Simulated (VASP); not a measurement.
Consider the following.

```
ZnO
1.0
    1.65883    -2.87317     0.00000
    1.65883     2.87317     0.00000
    0.00000     0.00000     5.31696
Zn O
2 2
Direct
  0.66667   0.33333   0.50027
  0.33333   0.66667   0.00027
  0.66667   0.33333   0.88173
  0.33333   0.66667   0.38173
```

Level of theory: revTPSS meta-GGA, VASP's PBE PAW potentials (set 64) (plane waves; VASP). Run with 520 eV cut-off, 8×8×4 Γ-centred mesh, Gaussian smearing of 0.050 eV, potentials Zn O.

Q: Estimate the energy per atom (σ→0), pressure.

A: 
```json
{
 "energy per atom (σ→0)": "-258.1 kJ/mol of atoms",
 "pressure": "-7.21 GPa"
}
```

Only differences to runs with the same potentials and settings are physical.

The compound is ZnO in the wurtzite structure. This cell is one point of a volume scan, at 1.06 of the reference volume.
